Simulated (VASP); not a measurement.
# B5Ru (F-43m) in VASP: relaxation of cell and atoms with PBE

Aim: the relaxation of cell and atoms of B5Ru with PBE.

Program: VASP 6.6.1. These are calculated values, not measurements. Logs are shortened: lines on timing, memory, paths and dates and some standing lists are left out, and cuts for length are marked.

## 1. The structure

It takes space group F-43m (No. 216, cubic). Conventional cell: a = 5.603 Å, b = 5.603 Å, c = 5.603 Å, α = 90.00°, β = 90.00°, γ = 90.00°. B (site symmetry 3m) is surrounded by 6 B at 1.94 to 2.02 Å. Around B (site symmetry -43m) lie 12 B at 2.32 Å and 4 Ru at 2.43 Å. Ru (site symmetry -43m) has 16 B at 2.33 to 2.43 Å as nearest neighbours.

The cell was built by a generator and needn't be a form met in nature.

## 2. Relaxation of cell and atoms, PBE

INCAR

```
SYSTEM = B5Ru
PREC = Accurate ; ENCUT = 600
EDIFF = 1E-7 ; ISMEAR = 0
SIGMA = 0.05 ; LREAL = .FALSE.
LASPH = .TRUE. ; NELM = 60
ALGO = Normal ; ISIF = 3
LWAVE = .FALSE. ; LCHARG = .FALSE.
GGA = PE ; IBRION = 2
NSW = 60 ; EDIFFG = -0.01
```

KPOINTS

```
Automatic mesh
0
G
  8 8 8
  0 0 0
```

POSCAR

```
B5Ru
1.0
    0.0000000000      2.8014900000      2.8014900000
    2.8014900000      0.0000000000      2.8014900000
    2.8014900000      2.8014900000      0.0000000000
B Ru
5 1
Direct
    0.8777500000      0.8777500000      0.8777500000
    0.3667400000      0.8777500000      0.8777500000
    0.2500000000      0.2500000000      0.2500000000
    0.8777500000      0.3667400000      0.8777500000
    0.8777500000      0.8777500000      0.3667400000
    0.5000000000      0.5000000000      0.5000000000
```

Potentials or basis: VASP PAW PBE potentials, release 64 (B, Ru_pv).

On the command line:

```
$ cat potpaw_PBE.64/B/POTCAR potpaw_PBE.64/Ru_pv/POTCAR > POTCAR
$ mpirun -np 1 vasp_std > vasp.out
```

OUTCAR:

```text
SYSTEM = B5Ru
   PREC = Accurate
   ENCUT = 600
   EDIFF = 1E-7
   ISMEAR = 0
   LREAL = .FALSE.
   LASPH = .TRUE.
   NELM = 60
   ISIF = 3
   GGA = PE
   IBRION = 2
   NSW = 60
   EDIFFG = -0.01

 ion  position               nearest neighbor table
   1  0.878  0.878  0.878-   2 1.94   4 1.94   5 1.94   5 2.02   4 2.02   2 2.02   6 2.33   6 2.33
                             6 2.33
   2  0.367  0.878  0.878-   1 1.94   4 1.94   5 1.94   1 2.02   5 2.02   4 2.02   6 2.33   6 2.33
                             6 2.33
   3  0.250  0.250  0.250-   6 2.43   6 2.43   6 2.43   6 2.43
   4  0.878  0.367  0.878-   1 1.94   2 1.94   5 1.94   5 2.02   1 2.02   2 2.02   6 2.33   6 2.33
                             6 2.33
   5  0.878  0.878  0.367-   1 1.94   2 1.94   4 1.94   1 2.02   4 2.02   2 2.02   6 2.33   6 2.33
                             6 2.33
   6  0.500  0.500  0.500-   2 2.33   4 2.33   5 2.33   1 2.33   1 2.33   1 2.33   2 2.33   2 2.33
                             5 2.33   4 2.33   4 2.33   5 2.33   3 2.43   3 2.43   3 2.43   3 2.43

  LATTYP: Found a face centered cubic cell.
 ALAT       =     5.6029800000

  Lattice vectors:

 A1 = (   0.0000000000,   2.8014900000,   2.8014900000)
 A2 = (   2.8014900000,   0.0000000000,   2.8014900000)
 A3 = (   2.8014900000,   2.8014900000,   0.0000000000)

Analysis of symmetry for initial positions (statically):
=====================================================================
 Subroutine PRICEL returns:
 Original cell was already a primitive cell.

 Routine SETGRP: Setting up the symmetry group for a
 face centered cubic supercell.

 Subroutine GETGRP returns: Found  6 space group operations
 (whereof  6 operations were pure point group operations)
 out of a pool of 48 trial point group operations.

The static configuration has the point symmetry C_3v.

Analysis of symmetry for dynamics (positions and initial velocities):
=====================================================================
 Subroutine PRICEL returns:
 Original cell was already a primitive cell.

 Routine SETGRP: Setting up the symmetry group for a
 face centered cubic supercell.

 Subroutine GETGRP returns: Found  6 space group operations
 (whereof  6 operations were pure point group operations)
 out of a pool of 48 trial point group operations.

The dynamic configuration has the point symmetry C_3v.

 Subroutine INISYM returns: Found  6 space group operations
 (whereof  6 operations are pure point group operations),
 and found     1 'primitive' translations

----------------------------------------------------------------------------------------

                                     Primitive cell

  volume of cell :      43.9741

  direct lattice vectors                    reciprocal lattice vectors
     0.000000000  2.801490000  2.801490000    -0.178476454  0.178476454  0.178476454
     2.801490000  0.000000000  2.801490000     0.178476454 -0.178476454  0.178476454
     2.801490000  2.801490000  0.000000000     0.178476454  0.178476454 -0.178476454

  length of vectors
     3.961905153  3.961905153  3.961905153     0.309130286  0.309130286  0.309130286

  position of ions in fractional coordinates (direct lattice)
     0.877750000  0.877750000  0.877750000
     0.366740000  0.877750000  0.877750000
     0.250000000  0.250000000  0.250000000
     0.877750000  0.366740000  0.877750000
     0.877750000  0.877750000  0.366740000
     0.500000000  0.500000000  0.500000000

  ion indices of the primitive-cell ions
   primitive index   ion index
                 1           1
                 2           2
                 3           3
                 4           4
                 5           5
                 6           6

----------------------------------------------------------------------------------------

 KPOINTS: Automatic mesh

Automatic generation of k-mesh.
 Grid dimensions read from file:
 generate k-points for:    8    8    8

 Generating k-lattice:

  Cartesian coordinates                     Fractional coordinates (reciprocal lattice)
    -0.022309557  0.022309557  0.022309557     0.125000000  0.000000000  0.000000000
     0.022309557 -0.022309557  0.022309557     0.000000000  0.125000000  0.000000000
     0.022309557  0.022309557 -0.022309557     0.000000000  0.000000000  0.125000000

  Length of vectors
     0.038641286  0.038641286  0.038641286

  Shift w.r.t. Gamma in fractional coordinates (k-lattice)
     0.000000000  0.000000000  0.000000000

 Subroutine IBZKPT returns following result:
 ===========================================

 Found     65 irreducible k-points:

 Following reciprocal coordinates:
            Coordinates               Weight
  0.000000  0.000000  0.000000      1.000000
  0.125000  0.000000  0.000000      6.000000
  0.125000  0.125000  0.125000      2.000000
  0.250000  0.000000  0.000000      6.000000
  0.250000  0.250000  0.250000      2.000000
  0.375000  0.000000  0.000000      6.000000
[... 16 lines left out ...]
 -0.250000  0.125000  0.000000     12.000000
  0.125000  0.125000  0.375000      6.000000
 [... further k-points ...]
   k-points           NKPTS =     65   k-points in BZ     NKDIM =     65   number of bands    NBANDS=     18
   number of dos      NEDOS =    301   number of ions     NIONS =      6
   total plane-waves  NPLWV =  32768
   dimension x,y,z NGX =    32 NGY =   32 NGZ =   32
   dimension x,y,z NGXF=    64 NGYF=   64 NGZF=   64
   ions per type =               5   1
   NGX,Y,Z   is equivalent  to a cutoff of  13.43, 13.43, 13.43 a.u.
   NGXF,Y,Z  is equivalent  to a cutoff of  26.86, 26.86, 26.86 a.u.
 SYSTEM =  B5Ru
   PREC   = accura    normal or accurate (medium, high low for compatibility)
   ISTART =      0    job   : 0-new  1-cont  2-samecut
   ICHARG =      2    charge: 1-file 2-atom 10-const
   ISPIN  =      1    spin polarized calculation?
   LNONCOLLINEAR =      F non collinear calculations
   LSORBIT =      F    spin-orbit coupling
   LASPH  =      T    aspherical Exc in radial PAW
   ENCUT  =  600.0 eV  44.10 Ry    6.64 a.u.   7.91  7.91  7.91*2*pi/ulx,y,z
   NELM   =     60;   NELMIN=  2; NELMDL= -5     # of ELM steps
   EDIFF  = 0.1E-06   stopping-criterion for ELM
   LREAL  =      F    real-space projection
   EDIFFG = -.1E-01   stopping-criterion for IOM
   NSW    =     60    number of steps for IOM
   IBRION =      2    ionic relax: 0-MD 1-quasi-New 2-CG
   NFREE  =      1    steps in history (QN), initial steepest desc. (CG)
   ISIF   =      3    stress and relaxation
   ISYM   =      2    0-nonsym 1-usesym 2-fastsym
   POTIM  = 0.5000    time-step for ionic-motion
   TEBEG  =    0.0;   TEEND  =   0.0 temperature during run
   PSTRESS=    0.0 pullay stress
   NELECT =      29.0000    total number of electrons
   NUPDOWN=      -1.0000    fix difference up-down
   EMIN   =  10.00;   EMAX   =-10.00  energy-range for DOS
   EFERMI =   0.00;   METHOD = LEGACY
   ISMEAR =     0;   SIGMA  =   0.05  broadening in eV -4-tet -1-fermi 0-gaus
   EFERMI_NEDOS =   21; number of points for ismear=-14 and -15
   IALGO  =     38    algorithm
   IMIX   =      4    mixing-type and parameters
     AMIX     =   0.40;   BMIX     =  1.00
     AMIX_MAG =   1.60;   BMIX_MAG =  1.00
  volume/ion in A,a.u.               =       7.33        49.46
  Fermi-wavevector in a.u.,A,eV,Ry     =   1.424979  2.692820 27.627511  2.030565
  Thomas-Fermi vector in A             =   2.545412
   LORBIT       =      0    0 simple, 1 ext, 2 COOP (PROOUT), +10 PAW based schemes
   GGA     = PE    functional components
   LHFCALC =     F    Hartree Fock is set to
   AEXX    =    0.0000 exact exchange contribution
   IVDW    =     0    specifies the selected vdW correction
   LEPSILON=     F    determine dielectric tensor
   LRPA    =     F    only Hartree local field effects (RPA)
 conjugate gradient relaxation of ions
 non-spin polarized calculation
 Gauss-broadening in eV      SIGMA  =   0.05
  energy-cutoff  :      600.00
  volume of cell :       43.97
 maximum number of plane-waves:      1480
   NGX = 15   NGY = 15   NGZ = 15

--------------------------------------- Ionic step        1  -------------------------------------------

 number of electron      28.9999997 magnetization

 Free energy of the ion-electron system (eV)
  ---------------------------------------------------
  ext. energy  EPLUGINS =         0.00000000
  ---------------------------------------------------
  free energy    TOTEN  =       -37.30310036 eV

  energy without entropy =      -37.29612195  energy(sigma->0) =      -37.29961116

------------------------ aborting loop because EDIFF is reached ----------------------------------------

  FORCE on cell =-STRESS in cart. coord.  units (eV):
  Direction    XX          YY          ZZ          XY          YZ          ZX
  --------------------------------------------------------------------------------------
  -------------------------------------------------------------------------------------
  Total       -0.0133493     -0.0133493     -0.0133493      0.0000012      0.0000012      0.0000012
  in kB       -0.4863752     -0.4863752     -0.4863752      0.0000436      0.0000436      0.0000436
  external PRESSURE =      -0.4863752 kB  Pullay stress =       0.0000000 kB
[... 65 lines left out ...]
  energy  without entropy=      -37.2969369951  energy(sigma->0) =      -37.30030973

--------------------------------------- Ionic step        3  -------------------------------------------

 number of electron      28.9999997 magnetization

 Free energy of the ion-electron system (eV)
  ---------------------------------------------------
  ext. energy  EPLUGINS =         0.00000000
  ---------------------------------------------------
  free energy    TOTEN  =       -37.30387633 eV

  energy without entropy =      -37.29738823  energy(sigma->0) =      -37.30063228

 E-fermi :  12.1007     XC(G=0): -13.2747

 val. band max:       12.0933396707   @ k =   0.1250  -0.3750  -0.1250
 cond. band min:      12.1098638667   @ k =   0.2500   0.2500   0.5000
 fundamental gap:      0.0165241960
 Fermi energy:        12.1007328328

 k-point     1 :       0.0000    0.0000    0.0000
  band No.  band energies     occupation
      1     -32.5392      2.00000
      2     -32.5392      2.00000
      3     -32.5392      2.00000
      4      -5.4956      2.00000
      5       2.3455      2.00000
      6       3.0870      2.00000
[... 10 lines left out ...]
     17      12.9660      0.00000
     18      13.8873      0.00000
[... 466 lines left out ...]
      2     -32.5445      2.00000
      3     -32.5417      2.00000
      4      -4.3088      2.00000
      5      -0.0473      2.00000
      6       1.5070      2.00000
[... 10 lines left out ...]
     17      13.6381      0.00000
     18      13.7465      0.00000

 [... further k-points ...]
[... 5 lines left out ...]
  --------------------------------------------------------------------------------------
  -------------------------------------------------------------------------------------
  Total        0.0371321      0.0371321      0.0371321     -0.0000332     -0.0000332     -0.0000332
  in kB        1.3537643      1.3537643      1.3537643     -0.0012089     -0.0012089     -0.0012089
  external PRESSURE =       1.3537643 kB  Pullay stress =       0.0000000 kB
[... 21 lines left out ...]
  FREE ENERGIE OF THE ION-ELECTRON SYSTEM (eV)
  ---------------------------------------------------
  free  energy   TOTEN  =       -37.3038763288 eV

  energy  without entropy=      -37.2973882257  energy(sigma->0) =      -37.30063228

 reached required accuracy - stopping structural energy minimisation
```

Wall time 2.2 min (1 thread of Intel Xeon Platinum 8175M at 2.50GHz (Skylake/Cascade Lake), shared host); peak memory 0.22 GiB.

What came out:

```yaml
Free_energy: -37.3039 eV
Relaxed_volume: 7.32 Å³/atom
Relaxed_cell: a = 3.961 Å, b = 3.961 Å, c = 3.961 Å, α = 60.00°, β = 60.00°, γ = 60.00°
Space_group_after_relaxing_to_0.05_Å: F-43m (No. 216)
Energy_gained_by_relaxing: 0.1 meV/atom
Ionic_steps: 3
Pressure_after_relaxing: 0.1 GPa
Band_gap_on_the_k_mesh: none (metal or under the smearing width)
```

Step by step:
```csv
step,energy change (eV),largest force (eV/Å),pressure (GPa),volume (Å³)
1,0.0000,0.0629,-0.05,43.97
2,-0.0006,0.0328,0.05,43.96
3,-0.0008,0.0002,0.14,43.95
```

Final structure:
```
B Ru
1.0
     0.00000    2.80089    2.80089
     2.80089    0.00000    2.80089
     2.80089    2.80089    0.00000
B Ru
5 1
Cartesian
  4.9205 4.9205 4.9205
  4.9205 3.4822 3.4822
  1.4005 1.4005 1.4005
  3.4822 4.9205 3.4822
  3.4822 3.4822 4.9205
  2.8009 2.8009 2.8009
```

## 3. For comparison

An earlier run on the cell as given: functional PBE; potentials or basis VASP PAW PBE potentials, release 64 (B, Ru_pv); cutoff 520 eV; k mesh 8 × 8 × 8; occupations fermi-dirac, width 0.05 eV; no spin polarisation.

- Pressure: 0.0 GPa
- Largest force: 0.046 eV/Å
- Band gap on the k mesh: none (metal or under the smearing width)
